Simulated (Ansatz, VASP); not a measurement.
# Cross-check of Ga13P9O42 (amorphous 59Ga2O3-41P2O5 (mol %)) between VASP and Ansatz

Wanted: the spread between two codes on one cell, functional and k mesh. The structure shown is the start of the Ansatz relaxation below; VASP solves that cell, so the two are compared at the walk's first step.

Calculated with Ansatz 0.2.0; plane waves, with VASP 6.6.1 beside it; single point at PBE.

## (1) Set-up

The cell holds 64 atoms: 13 Ga, 9 P and 42 O. Its edges and angles: a = 9.175 Å, b = 9.175 Å, c = 9.175 Å, α = 90.0°, β = 90.0°, γ = 90.0°. As first built, before any earlier steps moved the atoms (in the runner's words): 64 atoms (13 Fe, 9 P, 42 O) placed at random at 3.33 g/cm^3, melted at 5000 K for 10 ps at fixed volume with the Morse and Coulomb pair potential with partial charges (Pedone, Malavasi, Menziani, Cormack and Segre, J. Phys. Chem. B 110, 11780 (2006)). Quenched from 5000 K to 300 K at 100 K/ps and fixed volume, held 10 ps at zero pressure, then minimised at fixed cell. Then Fe was replaced by Ga and the cell scaled by 1.005 (the potential has no terms for the new elements, so the cell is a start for a DFT relaxation).

## (2) Ansatz: relaxation, PBE

Ansatz runs on its PAW soft_1 files.

The two programs are compared at the cell with which this relaxation starts, whose forces are those of its first step.

Input file input.yaml:

```yaml
crystal:
  lattice:
    - [9.17491, 0.0, 0.0]
    - [0.0, 9.17491, 0.0]
    - [0.0, 0.0, 9.17491]
  atoms:
    - { symbol: Ga, position: [0.51867, 0.12112, 0.32196] }
    - { symbol: Ga, position: [0.71448, 0.11574, 0.00988] }
    - { symbol: Ga, position: [0.33535, 0.68735, 0.62235] }
    - { symbol: Ga, position: [0.46921, 0.626, 0.26928] }
    - { symbol: Ga, position: [0.65457, 0.42118, 0.06666] }
    - { symbol: Ga, position: [0.83793, 0.0648, 0.39861] }
    - { symbol: Ga, position: [0.01907, 0.81326, 0.54797] }
    - { symbol: Ga, position: [0.63351, 0.81068, 0.54446] }
    - { symbol: Ga, position: [0.4978, 0.35684, 0.72669] }
    - { symbol: Ga, position: [0.99611, 0.45085, 0.57647] }
    - { symbol: Ga, position: [0.13185, 0.83563, 0.91768] }
    - { symbol: Ga, position: [0.24374, 0.18508, 0.90224] }
    - { symbol: Ga, position: [0.11166, 0.60403, 0.26199] }
    - { symbol: P, position: [0.80324, 0.79988, 0.23396] }
    - { symbol: P, position: [0.9435, 0.12732, 0.72024] }
    - { symbol: P, position: [0.22162, 0.91087, 0.25348] }
    - { symbol: P, position: [0.9952, 0.27358, 0.15779] }
    - { symbol: P, position: [0.84075, 0.66067, 0.82467] }
    - { symbol: P, position: [0.70079, 0.40502, 0.43064] }
    - { symbol: P, position: [0.29447, 0.37026, 0.46056] }
    - { symbol: P, position: [0.34309, 0.54482, 0.94424] }
    - { symbol: P, position: [0.45559, 0.98857, 0.80361] }
    - { symbol: O, position: [0.61832, 0.42155, 0.57241] }
    - { symbol: O, position: [0.32045, 0.96379, 0.8992] }
    - { symbol: O, position: [0.31194, 0.38738, 0.89824] }
    - { symbol: O, position: [0.48178, 0.68782, 0.47167] }
    - { symbol: O, position: [0.93371, 0.70815, 0.19064] }
    - { symbol: O, position: [0.62814, 0.98863, 0.4403] }
    - { symbol: O, position: [0.32762, 0.45358, 0.60219] }
    - { symbol: O, position: [0.6214, 0.46108, 0.2955] }
    - { symbol: O, position: [0.5884, 0.98244, 0.89998] }
    - { symbol: O, position: [0.79415, 0.95821, 0.17943] }
    - { symbol: O, position: [0.95079, 0.55642, 0.752] }
    - { symbol: O, position: [0.61861, 0.32719, 0.88398] }
    - { symbol: O, position: [0.28232, 0.75289, 0.24902] }
    - { symbol: O, position: [0.85974, 0.10049, 0.85881] }
    - { symbol: O, position: [0.72535, 0.24403, 0.4001] }
    - { symbol: O, position: [0.12712, 0.91073, 0.39039] }
    - { symbol: O, position: [0.30885, 0.47323, 0.33116] }
    - { symbol: O, position: [0.14005, 0.32234, 0.48738] }
    - { symbol: O, position: [0.84126, 0.29404, 0.09558] }
    - { symbol: O, position: [0.047, 0.4232, 0.20465] }
    - { symbol: O, position: [0.20939, 0.63412, 0.98237] }
    - { symbol: O, position: [0.10704, 0.22179, 0.04745] }
    - { symbol: O, position: [0.93201, 0.78906, 0.87982] }
    - { symbol: O, position: [0.91529, 0.0089, 0.60357] }
    - { symbol: O, position: [0.75334, 0.58831, 0.94442] }
    - { symbol: O, position: [0.41537, 0.61689, 0.81324] }
    - { symbol: O, position: [0.46792, 0.88424, 0.67721] }
    - { symbol: O, position: [0.1333, 0.92208, 0.11415] }
    - { symbol: O, position: [0.84198, 0.48914, 0.44213] }
    - { symbol: O, position: [0.75344, 0.72146, 0.69362] }
    - { symbol: O, position: [0.89918, 0.27032, 0.65059] }
    - { symbol: O, position: [0.42779, 0.14674, 0.75339] }
    - { symbol: O, position: [0.45219, 0.5397, 0.06855] }
    - { symbol: O, position: [0.34907, 0.01304, 0.26177] }
    - { symbol: O, position: [0.10496, 0.12873, 0.7585] }
    - { symbol: O, position: [0.83714, 0.81658, 0.4016] }
    - { symbol: O, position: [0.98096, 0.16436, 0.28175] }
    - { symbol: O, position: [0.16916, 0.797, 0.69917] }
    - { symbol: O, position: [0.56659, 0.19722, 0.13829] }
    - { symbol: O, position: [0.10203, 0.6252, 0.47989] }
    - { symbol: O, position: [0.40625, 0.25072, 0.44334] }
    - { symbol: O, position: [0.65082, 0.73864, 0.22171] }
kpoints:
  mp_grid: { grid: [1, 1, 1] }
hamiltonian:
  xc: pbe
  pseudopotentials: { kind: paw, azcp: { folder: soft_1 } }
scf:
  occupations: { method: fixed }
output:
  forces: true
relax:
  f_tol: 0.05
  max_steps: 150
  cell: {}
```

The run is started by

```
$ ansatz run input.yaml --threads 4 --pin off --max-ram 8192MiB --backend cpu --events-out ev --progress --plain --runs-dir out
```

Numbers of over 12 decimals in the logs are rounded to 6 here.

The log of the run:

```text
Engine: ansatz 0.2.0, x86_64-unknown-linux-gnu
Pseudopotentials: kind: paw
Pseudopotential: Ga, paw, valence charge 13, recommended cutoff 420 eV (normal), soft_1/Ga.paw.azcp
Pseudopotential: P, paw, valence charge 5, recommended cutoff 420 eV (normal), soft_1/P.paw.azcp
Pseudopotential: O, paw, valence charge 6, recommended cutoff 420 eV (normal), soft_1/O.paw.azcp
Functional definition: PBE
  parameter kappa = 0.804
  parameter beta = 0.066725
  exchange = pbe_x(kappa = kappa, mu = beta*pi^2/3)
  correlation = pbe_c(beta = beta)
Crystal: 64 atoms, lattice volume = 772.335 Å³
Basis set: ecut = 420 eV, 15203 PW (Γ), exchange–correlation on 128×128×128 points (8 copies of the dense FFT grid, shifted against one another)
Bands: 297, of which v1, the nominal top of the filled ones, is band 233 counted from 1 (232 counted from 0)
Symmetry: 1 space group operations
Space group: P1 (ITA 1), of the structure as read, at distance tolerance 9.2e-5 Å
k-points: 1
Non-local potential: Ga, projectors of the file, l = 0: 2, l = 1: 2, l = 2: 3, l = 3: 1
Non-local potential: P, projectors of the file, l = 0: 2, l = 1: 2, l = 2: 1
Non-local potential: O, projectors of the file, l = 0: 2, l = 1: 2, l = 2: 1
PAW form: soft (Blöchl's): semilocal exchange-correlation on the pseudo side does not see the compensation charge
PAW one-centre angular grid: Ga, 590 points (default); XC on 64 Gauss nodes
PAW one-centre angular grid: P, 110 points (default); XC on 64 Gauss nodes
PAW one-centre angular grid: O, 110 points (default); XC on 64 Gauss nodes
Initial density: superposition of atomic densities (chi_scale 0.1, normalization cell, long waves kept (reshape's long-wave potential 0.56 eV rms))
Initial wavefunctions: pseudopotential atomic-orbital guess
Functional: x = pbe(κ = 0.804, μ = 0.219515), c = pbe(β = 0.066725)
SCF iter   1: F=—  HF=-79854.892884 eV  |F-HF|=—  |Δ(HF+E_count)|=         —  Δρ=1.26e-1  dr2=8.72e1  ethr=3.10e-3  ⟨swp⟩=5.0  Hψ=1054  notcnv=0  defer=61
preconditioner: auto → Resta (q_TF=auto, 2.508 Å⁻¹)  ε∞=3.4  [insulator: Δε(μ)=2.249 eV  Ē_g=18.527 eV  n_scr=202 (ndim 8)  ℏωp=28.8 eV  f_vac=0.068  ε∞_Penn≈3.4]
SCF iter   2: F=—  HF=-79830.849917 eV  |F-HF|=—  |Δ(HF+E_count)|=    2.40e1  Δρ=5.08e-2  dr2=1.12e1  ethr=3.10e-3  ⟨swp⟩=3.0  Hψ=562  notcnv=0  defer=62
SCF iter   3: F=—  HF=-79827.267795 eV  |F-HF|=—  |Δ(HF+E_count)|=    3.58e0  Δρ=1.87e-2  dr2=2.26e0  ethr=2.40e-3  ⟨swp⟩=3.0  Hψ=449  notcnv=0  defer=57
SCF iter   4: F=—  HF=-79826.815624 eV  |F-HF|=—  |Δ(HF+E_count)|=   4.52e-1  Δρ=7.12e-3  dr2=3.06e-1  ethr=4.86e-4  ⟨swp⟩=3.0  Hψ=509  notcnv=0  defer=62
SCF iter   5: F=—  HF=-79826.841061 eV  |F-HF|=—  |Δ(HF+E_count)|=   2.54e-2  Δρ=3.56e-3  dr2=8.96e-2  ethr=6.56e-5  ⟨swp⟩=3.0  Hψ=461  notcnv=0  defer=62
SCF iter   6: F=—  HF=-79826.861839 eV  |F-HF|=—  |Δ(HF+E_count)|=   2.08e-2  Δρ=1.61e-3  dr2=2.15e-2  ethr=1.92e-5  ⟨swp⟩=3.0  Hψ=368  notcnv=0  defer=62
SCF iter   7: F=—  HF=-79826.865766 eV  |F-HF|=—  |Δ(HF+E_count)|=   3.93e-3  Δρ=6.06e-4  dr2=3.32e-3  ethr=4.61e-6  ⟨swp⟩=3.0  Hψ=467  notcnv=0  defer=62
SCF iter   8: F=—  HF=-79826.866238 eV  |F-HF|=—  |Δ(HF+E_count)|=   4.72e-4  Δρ=1.94e-4  dr2=3.58e-4  ethr=7.13e-7  ⟨swp⟩=2.0  Hψ=442  notcnv=0  defer=61
SCF iter   9: F=—  HF=-79826.866668 eV  |F-HF|=—  |Δ(HF+E_count)|=   4.30e-4  Δρ=2.06e-4  dr2=2.79e-4  ethr=7.68e-8  ⟨swp⟩=3.0  Hψ=526  notcnv=0  defer=61
SCF iter  10: F=—  HF=-79826.866634 eV  |F-HF|=—  |Δ(HF+E_count)|=   3.48e-5  Δρ=4.51e-5  dr2=1.80e-5  ethr=6.00e-8  ⟨swp⟩=2.0  Hψ=464  notcnv=0  defer=61
SCF iter  11: F=—  HF=-79826.867797 eV  |F-HF|=—  |Δ(HF+E_count)|=   1.16e-3  Δρ=2.23e-5  dr2=3.23e-6  ethr=3.86e-9  ⟨swp⟩=3.0  Hψ=540  notcnv=0  defer=60
SCF iter  12: F=—  HF=-79826.867797 eV  |F-HF|=—  |Δ(HF+E_count)|=   5.34e-7  Δρ=7.55e-6  dr2=4.51e-7  ethr=6.94e-10  ⟨swp⟩=3.0  Hψ=460  notcnv=0  defer=60
SCF iter  13: F=—  HF=-79826.867798 eV  |F-HF|=—  |Δ(HF+E_count)|=   7.28e-7  Δρ=6.00e-6  dr2=2.40e-7  ethr=2.15e-11  ⟨swp⟩=6.0  Hψ=950  notcnv=0
SCF iter  14: F=-79826.867798 eV  HF=-79826.867798 eV  |F-HF|=1.47e-9  |Δ(HF+E_count)|=   2.59e-8  Δρ=1.78e-6  dr2=2.24e-8  ethr=2.15e-11  ⟨swp⟩=3.0  Hψ=1005  notcnv=0
SCF 1 converged in 14 iterations: F = -79826.867798 eV  dr2 = 2.24e-8
  greatest PAW one-centre occupation: 0.997 electrons in one spin orbital (limit 2), on the Ga atom at site 9 (counted from 0), in its partial waves of l = 2
relax step   1: F+E_penalty+E_count = -79826.86779813 eV  Δ(F+E_penalty+E_count) = +0.000e0 eV  max|allowed force component| = 3.423e0 eV/Å  Δτ_max = 0.0000 Å  P = -0.657 GPa  Ω = 772.335 Å³  (14 SCF iters, dr2 threshold 1.00e-7 eV, accepted)
Crystal: 64 atoms, lattice volume = 755.333 Å³
Basis set: ecut = 420 eV, 14777 PW (Γ), exchange–correlation on 128×128×128 points (8 copies of the dense FFT grid, shifted against one another)
Initial density: handed on by an earlier stage of this run
[...]
atom  11  Ga    -0.00333198     0.00810456    -0.00223241
  atom  12  Ga    -0.00028460     0.00138956     0.00346005
  atom  13  Ga    -0.00271831    -0.01223890     0.00801629
  atom  14  P      0.01558992     0.00468831     0.00444232
  atom  15  P     -0.00120626     0.00538242     0.00247097
  atom  16  P      0.00826595     0.00540688    -0.00115357
  atom  17  P      0.01391901    -0.00428901    -0.00133707
  atom  18  P      0.00680980     0.00059282    -0.00512261
  atom  19  P      0.00888644    -0.00982593     0.00631902
  atom  20  P     -0.00066921    -0.00632700    -0.00164318
  atom  21  P     -0.00610836    -0.00624968    -0.00380279
  atom  22  P     -0.00318953     0.01123315     0.00166241
  atom  23  O     -0.00323701    -0.00066447    -0.00000164
  atom  24  O      0.00050735    -0.00143103    -0.00093247
  atom  25  O      0.00100269     0.00346070    -0.00155396
  atom  26  O     -0.00300214     0.00307786     0.00491348
  atom  27  O      0.00064358    -0.00329356     0.00157046
  atom  28  O      0.00672874    -0.00304346     0.00333796
  atom  29  O     -0.00121616     0.00345745    -0.00409158
  atom  30  O     -0.00973460     0.00910818    -0.00870735
  atom  31  O      0.00005495    -0.00318307     0.00065881
  atom  32  O     -0.00410658    -0.00549120    -0.00232339
  atom  33  O     -0.00215280     0.00716977     0.00114804
  atom  34  O      0.00048651    -0.00005169     0.00536809
[...]
atom  57  O     -0.00003045    -0.00021693    -0.00143139
  atom  58  O     -0.00173976    -0.00162990    -0.00445142
  atom  59  O     -0.00490678    -0.00167122    -0.00144660
  atom  60  O      0.00321132    -0.00202934     0.00600266
  atom  61  O      0.00292657    -0.00274959    -0.00203527
  atom  62  O      0.00126437     0.00516746    -0.00069640
  atom  63  O     -0.00341748     0.00375533     0.00117757
  atom  64  O     -0.00726207     0.00085783     0.00430967
  max |Σ_I F_I| component: 1.08e-5 eV/Å
--- Stress (GPa, compression-positive) ---
       -0.002436       0.011099       0.002621
        0.011100       0.005990       0.007813
        0.002622       0.007813      -0.010064
  P = ⅓ Tr σ = -0.0022 GPa (-0.022 kbar)
--- Relaxed structure (41 steps of the walk, 37 accepted, 3 SCFs on fresh bases) ---
  F+E_penalty+E_count = -79832.25152278 eV   max|allowed force component| = 1.559e-2 eV/Å   (the final SCF, on the basis selected at the relaxed cell)
  cell:  # Å, volume = 780.6500 Å³
    - [9.126275, 0.271947, 0.116590]
    - [0.271947, 9.681746, 0.034995]
    - [0.116590, 0.034995, 8.844046]
  atoms:
    - { symbol: Ga, position: [0.481670, 0.087676, 0.310667] }
    - { symbol: Ga, position: [0.715962, 0.152300, -0.028677] }
    - { symbol: Ga, position: [0.303095, 0.658058, 0.612695] }
    - { symbol: Ga, position: [0.482620, 0.636881, 0.287514] }
    - { symbol: Ga, position: [0.669197, 0.447306, 0.051703] }
    - { symbol: Ga, position: [0.776013, 0.092058, 0.321633] }
    - { symbol: Ga, position: [0.039817, 0.837643, 0.540435] }
    - { symbol: Ga, position: [0.610572, 0.830178, 0.560536] }
    - { symbol: Ga, position: [0.510102, 0.354080, 0.722566] }
    - { symbol: Ga, position: [0.957304, 0.420769, 0.595157] }
    - { symbol: Ga, position: [0.108750, 0.779309, 0.913337] }
    - { symbol: Ga, position: [0.223493, 0.205174, 0.911947] }
    - { symbol: Ga, position: [0.117590, 0.587876, 0.288674] }
    - { symbol: P, position: [0.822043, 0.784664, 0.281591] }
    - { symbol: P, position: [0.963679, 0.127217, 0.728797] }
    - { symbol: P, position: [0.229151, 0.882637, 0.223387] }
    - { symbol: P, position: [0.985818, 0.289895, 0.167303] }
    - { symbol: P, position: [0.819210, 0.660624, 0.821187] }
    - { symbol: P, position: [0.692341, 0.404426, 0.435145] }
    - { symbol: P, position: [0.282937, 0.362848, 0.450266] }
    - { symbol: P, position: [0.341530, 0.533137, 0.941912] }
    - { symbol: P, position: [0.482565, 1.041102, 0.786176] }
    - { symbol: O, position: [0.622190, 0.457201, 0.585922] }
    - { symbol: O, position: [0.364646, 1.063610, 0.915472] }
    - { symbol: O, position: [0.321653, 0.376868, 0.903655] }
    - { symbol: O, position: [0.464247, 0.707352, 0.487040] }
    - { symbol: O, position: [0.949498, 0.689204, 0.215621] }
    - { symbol: O, position: [0.618347, 0.991448, 0.432969] }
    - { symbol: O, position: [0.345488, 0.426416, 0.595706] }
    - { symbol: O, position: [0.613052, 0.466166, 0.286248] }
    - { symbol: O, position: [0.632600, 1.016437, 0.859438] }
    - { symbol: O, position: [0.843131, 0.930469, 0.215355] }
    - { symbol: O, position: [0.931162, 0.550369, 0.746084] }
    - { symbol: O, position: [0.620613, 0.323918, 0.900391] }
    - { symbol: O, position: [0.288167, 0.724982, 0.235457] }
    - { symbol: O, position: [0.901483, 0.089840, 0.886667] }
    - { symbol: O, position: [0.684114, 0.248661, 0.434066] }
    - { symbol: O, position: [0.131476, 0.918098, 0.362870] }
    - { symbol: O, position: [0.303086, 0.476484, 0.325034] }
    - { symbol: O, position: [0.120245, 0.345695, 0.488646] }
    - { symbol: O, position: [0.840779, 0.317383, 0.072944] }
    - { symbol: O, position: [0.047947, 0.428254, 0.198055] }
    - { symbol: O, position: [0.192665, 0.605440, 0.988070] }
    - { symbol: O, position: [0.104480, 0.202822, 0.076400] }
    - { symbol: O, position: [0.911660, 0.778764, 0.877676] }
    - { symbol: O, position: [0.949366, 0.010484, 0.611904] }
[...]
- { symbol: O, position: [0.128694, 0.158879, 0.740572] }
    - { symbol: O, position: [0.839246, 0.792407, 0.460643] }
    - { symbol: O, position: [0.945970, 0.196003, 0.301433] }
    - { symbol: O, position: [0.174590, 0.797755, 0.712068] }
    - { symbol: O, position: [0.630087, 0.141149, 0.169321] }
    - { symbol: O, position: [0.122398, 0.647616, 0.494120] }
    - { symbol: O, position: [0.355607, 0.225871, 0.396351] }
    - { symbol: O, position: [0.666633, 0.736234, 0.251788] }
```

[end of part 1 of 2]

[Lines on the potential files, build, host, timing and source positions are cut from VASP's logs without a mark.]

[Logs are printed without paths, hosts, clocks, repeated set-up lines and the standing remarks that a program may print on its own settings, such as how far it seeks lower states.]

[Hosts, paths, dates, database ids (printed as entryN), source tags and the programs' standing remarks are cut or masked in the printed files.]
